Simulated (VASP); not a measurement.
Output of a VASP run:

File OSZICAR:
```
       N       E                     dE             d eps       ncg     rms          rms(c)
DAV:   1    -0.522106003906E+01   -0.52211E+01   -0.24377E+03   384   0.485E+02
DAV:   2    -0.197737703990E+02   -0.14553E+02   -0.14251E+02   576   0.704E+01
DAV:   3    -0.201212337915E+02   -0.34746E+00   -0.34746E+00   464   0.145E+01
DAV:   4    -0.201218759916E+02   -0.64220E-03   -0.64220E-03   544   0.663E-01
DAV:   5    -0.201218774393E+02   -0.14478E-05   -0.14478E-05   488   0.218E-02    0.635E+00
DAV:   6    -0.191654201732E+02    0.95646E+00   -0.78941E-01   384   0.497E+00    0.326E+00
DAV:   7    -0.188170786514E+02    0.34834E+00   -0.10126E+00   432   0.586E+00    0.476E-01
DAV:   8    -0.188189558602E+02   -0.18772E-02   -0.11200E-02   384   0.789E-01    0.105E-01
DAV:   9    -0.188185813858E+02    0.37447E-03   -0.94690E-04   512   0.178E-01    0.139E-02
DAV:  10    -0.188185835339E+02   -0.21481E-05   -0.19784E-05   440   0.345E-02    0.793E-03
DAV:  11    -0.188185830987E+02    0.43524E-06   -0.22291E-06   288   0.777E-03
   1 F= -.18818583E+02 E0= -.18818583E+02  d E =-.385938E-10
```

File OUTCAR:
```
------------------------ aborting loop because EDIFF is reached ----------------------------------------
  FORCE on cell =-STRESS in cart. coord.  units (eV):
  Direction    XX          YY          ZZ          XY          YZ          ZX
  --------------------------------------------------------------------------------------
  Total       -1.2376164     -1.2376164     -1.2658808      0.0000000      0.0000000      0.0000000
  in kB      -33.0235128    -33.0235128    -33.7776948      0.0000000      0.0000000      0.0000000
  external PRESSURE =     -33.2749068 kB  Pullay stress =       0.0000000 kB
  volume of cell :       60.04
      direct lattice vectors                 reciprocal lattice vectors
     4.479212000  0.000000000  0.000000000     0.223253554  0.000000000  0.000000000
     0.000000000  4.479212000  0.000000000     0.000000000  0.223253554  0.000000000
     0.000000000  0.000000000  2.992748000     0.000000000  0.000000000  0.334141064
 POSITION                                       TOTAL-FORCE (eV/Angst)
 -----------------------------------------------------------------------------------
      0.00000      0.00000      0.00000         0.000000     -0.000000     -0.000000
      2.23961      2.23961      1.49637         0.000000     -0.000000     -0.000000
      1.36168      1.36168      0.00000         0.009032      0.009032      0.000000
      3.60129      0.87793      1.49637         0.009032     -0.009032     -0.000000
      0.87793      3.60129      1.49637        -0.009032      0.009032     -0.000000
      3.11753      3.11753      0.00000        -0.009032     -0.009032     -0.000000
 -----------------------------------------------------------------------------------
    total drift:                                0.000000     -0.000000      0.000000
  FREE ENERGIE OF THE ION-ELECTRON SYSTEM (eV)
  ---------------------------------------------------
  free  energy   TOTEN  =       -18.8185830987 eV

  energy  without entropy=      -18.8185830986  energy(sigma->0) =      -18.81858310
```
(Selected blocks of OUTCAR.)

**POSCAR**
```
MgH2
1
    4.4792120000     0.0000000000     0.0000000000
    0.0000000000     4.4792120000     0.0000000000
    0.0000000000     0.0000000000     2.9927480000
Mg H
2 4
Direct
  0.0000000000   0.0000000000   0.0000000000
  0.5000000000   0.5000000000   0.5000000000
  0.3040000000   0.3040000000   0.0000000000
  0.8040000000   0.1960000000   0.5000000000
  0.1960000000   0.8040000000   0.5000000000
  0.6960000000   0.6960000000   0.0000000000
```

Question: Reconstruct the remaining input files.

Answer: Several could match; the one computed here: the input of the run itself, LDA (Ceperley-Alder, Perdew-Zunger), plane waves, VASP's LDA PAW potentials (set 64).

**KPOINTS**
```
Automatic mesh
0
Gamma
4 4 6
0 0 0
```

### INCAR
```
SYSTEM = MgH2
PREC = Accurate
ENCUT = 300
EDIFF = 1E-6
NELM = 100
ALGO = Normal
LREAL = .FALSE.
LASPH = .TRUE.
ISMEAR = -1
SIGMA = 0.05
LWAVE = .FALSE.
LCHARG = .FALSE.
ISIF = 2
```

POTCAR, in this order: Mg H (LDA.64 set). Program: vasp_std.

At this cut-off the stress carries a Pulay error, which pulls relaxed volumes low.

The structure is a typed MgH2 crystal (P4_2/mnm). The cell was not relaxed at this level, and its volume differs by -5.9 % from the start's.
